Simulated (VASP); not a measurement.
Output of a VASP run:

**OSZICAR**
```
       N       E                     dE             d eps       ncg     rms          rms(c)
DAV:   1     0.454115360452E+02    0.45412E+02   -0.69115E+03  1848   0.120E+03
DAV:   2    -0.156539788695E+02   -0.61066E+02   -0.56756E+02  2394   0.245E+02
DAV:   3    -0.185189373376E+02   -0.28650E+01   -0.27669E+01  2378   0.432E+01
DAV:   4    -0.185572427915E+02   -0.38305E-01   -0.38268E-01  2306   0.469E+00
DAV:   5    -0.185577903556E+02   -0.54756E-03   -0.54725E-03  2448   0.460E-01    0.334E+01
DAV:   6    -0.167020214174E+02    0.18558E+01   -0.15883E+01  2154   0.252E+01    0.286E+01
DAV:   7    -0.165560205314E+02    0.14600E+00   -0.12186E+00  2143   0.752E+00    0.187E+01
DAV:   8    -0.165532163143E+02    0.28042E-02   -0.86519E-02  2098   0.316E+00    0.437E+00
DAV:   9    -0.165502518079E+02    0.29645E-02   -0.12279E-02  2274   0.788E-01    0.371E-01
DAV:  10    -0.165503338057E+02   -0.81998E-04   -0.50622E-04  2290   0.229E-01    0.133E-01
DAV:  11    -0.165503258337E+02    0.79720E-05   -0.32807E-05  2434   0.539E-02    0.174E-02
DAV:  12    -0.165503260293E+02   -0.19566E-06   -0.29160E-06  2356   0.187E-02    0.528E-03
DAV:  13    -0.165503259832E+02    0.46130E-07   -0.20782E-07  2110   0.433E-03
   1 F= -.16550326E+02 E0= -.16550354E+02  d E =0.831049E-04
```

File OUTCAR:
```
------------------------ aborting loop because EDIFF is reached ----------------------------------------
  FORCE on cell =-STRESS in cart. coord.  units (eV):
  Direction    XX          YY          ZZ          XY          YZ          ZX
  --------------------------------------------------------------------------------------
  Total        2.0366405      2.0366405      2.0366405      0.0000000     -0.0000000      0.0000000
  in kB      116.1723735    116.1723735    116.1723735      0.0000000     -0.0000000      0.0000000
  external PRESSURE =     116.1723735 kB  Pullay stress =       0.0000000 kB
  volume of cell :       28.09
      direct lattice vectors                 reciprocal lattice vectors
     0.000000000  2.412666919  2.412666919    -0.207239547  0.207239547  0.207239547
     2.412666919  0.000000000  2.412666919     0.207239547 -0.207239547  0.207239547
     2.412666919  2.412666919  0.000000000     0.207239547  0.207239547 -0.207239547
 POSITION                                       TOTAL-FORCE (eV/Angst)
 -----------------------------------------------------------------------------------
      0.00000      0.00000      0.00000        -0.000000      0.000000     -0.000000
      2.41267      2.41267      2.41267         0.000000     -0.000000      0.000000
 -----------------------------------------------------------------------------------
    total drift:                                0.000000      0.000000      0.000000
  FREE ENERGIE OF THE ION-ELECTRON SYSTEM (eV)
  ---------------------------------------------------
  free  energy   TOTEN  =       -16.5503259832 eV

  energy  without entropy=      -16.5504090882  energy(sigma->0) =      -16.55035368
```
(Selected blocks of OUTCAR.)

**POSCAR**
```
GdN
1
    0.0000000000     2.4126669189     2.4126669189
    2.4126669189     0.0000000000     2.4126669189
    2.4126669189     2.4126669189     0.0000000000
Gd N
1 1
Direct
  0.0000000000   0.0000000000   0.0000000000
  0.5000000000   0.5000000000   0.5000000000
```

Question: Write an INCAR and KPOINTS that could have produced this output.

Answer: Several could match; the one computed here: the input of the run itself, AM05 GGA, plane waves, VASP's PBE PAW potentials (set 64).

File KPOINTS:
```
Regular mesh
0
gamma
 13 13 13
```

### INCAR
```
SYSTEM = GdN
PREC = Accurate
ENCUT = 520
EDIFF = 1E-7
NELM = 100
ALGO = Normal
LREAL = .FALSE.
LASPH = .TRUE.
ISMEAR = 1
SIGMA = 0.1
GGA = AM
LMAXMIX = 6
LWAVE = .FALSE.
LCHARG = .FALSE.
ISIF = 2
```

POTCAR, in this order: Gd_3 N (PBE.64 set). Program: vasp_std.

The 4f electrons are frozen in the core of the lanthanide potential, so 4f levels, which can set the real gap, and their magnetism are missing.

The compound is GdN in the rock salt structure. This cell is one point of a volume scan, at 0.94 of the reference volume.
